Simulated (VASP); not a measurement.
Here is the system:

```yaml
crystal:
  lattice:
    - [0.00000, 3.16986, 3.16986]
    - [3.16986, 0.00000, 3.16986]
    - [12.67615, 12.67615, 0.00327]
  atoms:
    - { symbol: In, position: [0.00841, 0.00841, 0.99370] }
    - { symbol: In, position: [0.99343, 0.99343, 0.25493] }
    - { symbol: Sb, position: [0.24906, 0.24906, 0.06321] }
    - { symbol: Sb, position: [0.23442, 0.23442, 0.32418] }
    - { symbol: Sb, position: [0.25039, 0.25039, 0.56221] }
    - { symbol: Sb, position: [0.26542, 0.26542, 0.80094] }
    - { symbol: Al, position: [0.99220, 0.99220, 0.50585] }
    - { symbol: Al, position: [0.00668, 0.00668, 0.74499] }
```

All values below come from PBEsol GGA, VASP's PBE PAW potentials (set 64) (plane waves; VASP). Numerical set-up: 400 eV cut-off, Gaussian smearing of 0.050 eV, potentials In_d Sb Al.

Unless said otherwise, spin-orbit coupling is left out, though it shifts the bands of the heavy elements here.

### Question
Give the energies of bands 17 to 30 at the high-symmetry points, in eV from the valence-band maximum.

### Answer

```
band      Γ      T     H2      L     S0      F
----  -----  -----  -----  -----  -----  -----
17    -3.60  -1.98  -5.41  -5.47  -5.41  -5.36
18    -1.29  -1.64  -5.40  -5.44  -5.40  -5.33
19    -1.29  -1.28  -3.50  -2.75  -3.50  -2.84
20    -0.86  -1.28  -3.39  -2.70  -3.38  -2.83
21    -0.86  -0.93  -3.23  -2.41  -3.25  -2.45
22    -0.54  -0.93  -3.05  -2.10  -3.05  -2.35
23    -0.54  -0.42  -2.09  -2.02  -2.15  -1.88
24    -0.20  -0.42  -2.07  -1.95  -1.98  -1.75
25     0.00  -0.08  -1.89  -1.42  -1.96  -1.11
26     0.00  -0.08  -1.81  -1.20  -1.76  -1.03
27     0.35   0.59   1.65   0.95   1.59   0.66
28     0.58   0.91   1.87   1.39   2.08   0.93
29     1.07   1.19   2.45   1.53   2.12   1.13
30     1.20   1.32   2.56   1.62   2.78   1.61
```

The gap is direct, 0.35 eV, from the valence maximum at Γ to the conduction minimum at Γ.

The structure was generated: Al2In2Sb4 was put into an ordered model structure (R3m), which need not be its known phase. It was relaxed first.
